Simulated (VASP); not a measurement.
Given:

```
CaO
1.0
    2.89323     0.00000     0.00000
    0.00000     2.89323     0.00000
    0.00000     0.00000     2.89323
Ca O
1 1
Direct
  0.00000   0.00000   0.00000
  0.50000   0.50000   0.50000
```

Level of theory: PBEsol GGA, VASP's PBE PAW potentials (set 64) (plane waves; VASP). Settings: 520 eV cut-off, Gaussian smearing of 0.050 eV, potentials Ca_sv O.

Q: Give the energies of bands 6 to 11 at the high-symmetry points, in eV from the valence-band maximum.

A: 
```json
[
 {"band": "6", "Γ": "-0.31", "X": "-3.91", "M": "-2.15", "R": "-3.53"},
 {"band": "7", "Γ": "-0.31", "X": "-0.83", "M": "-2.15", "R": "-3.53"},
 {"band": "8", "Γ": "-0.31", "X": "-0.83", "M": "0.00", "R": "-3.53"},
 {"band": "9", "Γ": "2.68", "X": "3.72", "M": "3.84", "R": "8.05"},
 {"band": "10", "Γ": "2.68", "X": "7.25", "M": "4.75", "R": "8.05"},
 {"band": "11", "Γ": "5.21", "X": "8.26", "M": "6.63", "R": "8.05"}
]
```

The gap is indirect, 2.68 eV, from the valence maximum at M to the conduction minimum at Γ.

The structure was generated: CaO was put into the CsCl type type (Pm-3m), which need not be its known phase. It was relaxed first, which changed the volume by -22 %.
